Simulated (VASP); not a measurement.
The system is Y3F.

```
Y F
1.0
     6.26665    0.00000    0.00000
    -3.13333    5.42708    0.00000
     0.00000    0.00000    3.36199
Y F
3 1
Direct
  0.50000 0.00000 0.00000
  0.00000 0.50000 0.00000
  0.50000 0.50000 0.00000
  0.00000 0.00000 0.00000
```

The cell was built by a generator and needn't be a form met in nature.

Program: VASP 6.6.1. Alike in all runs: task band structure; no spin polarisation; cell as given; k mesh 4 × 4 × 6; cutoff (eV) 520; smearing fermi-dirac 0.05 eV.

**Question.** Order these runs on this cell by their pressure, lowest first.
A. level LDA; potentials or basis VASP PAW LDA potentials, release 64 (Y_sv, F); further INCAR settings ALGO = Fast; EDIFF = 1e-06
B. level PBEsol; potentials or basis VASP PAW PBE potentials, release 64 (Y_sv, F); further INCAR settings ALGO = Fast; EDIFF = 1e-06
C. level BLYP; potentials or basis VASP PAW PBE potentials, release 64 (Y_sv, F); further INCAR settings ALGO = Fast; EDIFF = 1e-06
D. level r2SCAN; potentials or basis VASP PAW PBE potentials, release 64 (Y_sv, F); further INCAR settings ALGO = Normal; EDIFF = 1e-06

**Answer.** A (-3.8 GPa), B (-2.1 GPa), D (-0.5 GPa), C (1.2 GPa).

Caveats: the PAW data sets were made with another functional, which shifts forces and pressure a little (some runs).

Not every run made on this cell is shown here.
